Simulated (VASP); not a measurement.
MnIn11As12 (a cell with a defect): single point with PBEsol

The system is MnIn11As12 (a cell with a defect).

```xyz
24
Lattice="0.0000 9.0870 9.0870 6.0580 0.0000 6.0580 6.0580 6.0580 0.0000" Properties=species:S:1:pos:R:3 pbc="T T T"
Mn    6.0546    6.0582    0.0098
In    3.0306    3.0393    0.0323
In    3.0243    0.0367    3.0370
In    6.0234    3.0220    3.0357
In    6.0605    3.0138    9.0637
In    3.0254    6.0299    3.0177
In    9.0978    9.0674    6.0565
In    6.0609    6.0549    6.0459
In    0.0306    6.0869    6.0848
In    3.0280    9.0760    6.0742
In    3.0096    6.0857    9.0790
In    6.0488    9.1013    9.0983
As    1.4701    1.4762    1.4688
As    4.5876    4.5958    1.4798
As    4.5840    1.4697    4.6082
As    7.5759    4.5373    4.5369
As    1.5020    4.5346    4.5559
As    4.5335    7.5720    4.5367
As    4.5337    4.5585    7.5776
As    7.5586    7.5754    7.5841
As    1.4681    7.6533    7.6386
As    4.5409   10.6245    7.5785
As    4.5387    7.5832   10.6230
As    7.5727   10.6132   10.6171
```

```
Program             : VASP 6.6.1
Task                : single point
Functional          : PBEsol
Potentials or basis : VASP PAW PBE potentials, release 64 (Mn_pv, In_d, As)
Cutoff              : 350 eV
k mesh              : 2 × 2 × 2
Occupations         : gaussian, width 0.03 eV
Spin                : collinear spin, ferromagnetic start
Starting moments    : [4.0, 0.0, 0.0, 0.0, 0.0, 0.0, 0.0, 0.0, 0.0, 0.0, 0.0, 0.0, 0.0, 0.0, 0.0, 0.0, 0.0, 0.0, 0.0, 0.0, 0.0, 0.0, 0.0, 0.0] μB
Fixed moment        : 4 μB
```

- Pressure: -0.2 GPa
- Largest force: 0.565 eV/Å
- Net moment: 4.00 μB per cell
- Site moments: Mn +3.81; In +0.01, +0.00; As -0.06, -0.05, -0.01, -0.00, -0.03 μB
- Valence electrons inside the program's atomic spheres: Mn 11.42; In 11.45, 11.46; As 2.79, 2.80

Forces in eV/Å, atoms in the order of the input:
```
Mn   0.013  0.003 -0.014
In   0.002  0.011 -0.128
In   0.014 -0.129  0.011
In   0.127  0.002 -0.007
In  -0.086  0.068  0.075
In  -0.033  0.098  0.033
In  -0.053  0.045  0.083
In  -0.009  0.028  0.028
In  -0.095  0.010 -0.004
In   0.011  0.079 -0.039
In   0.031 -0.029  0.083
In   0.014 -0.003  0.009
As  -0.315 -0.329 -0.315
As   0.319  0.304 -0.317
As   0.330 -0.325  0.291
As  -0.018  0.018  0.024
As   0.042 -0.028 -0.042
As   0.007 -0.032 -0.011
As   0.009 -0.030 -0.029
As   0.033 -0.027 -0.021
As  -0.352  0.298  0.328
As   0.015 -0.027  0.006
As   0.005 -0.001 -0.028
As  -0.011 -0.005 -0.014
```

Stress tensor (GPa, compression positive):
```
-0.22  0.08  0.05
 0.08 -0.27 -0.14
 0.05 -0.14 -0.25
```

Wall time 18 min on 1 thread of AMD EPYC 9R45 (Zen 5), with other jobs on the host, peak memory 0.95 GiB.

Caveat: the k mesh is coarse (spacing up to 0.45 Å⁻¹), so the values aren't converged; the PAW data sets were made with another functional, which shifts forces and pressure a little; the total moment is fixed, so each spin has its own Fermi level; only a ferromagnetic start was run, and an antiferromagnetic order may lie lower in energy.
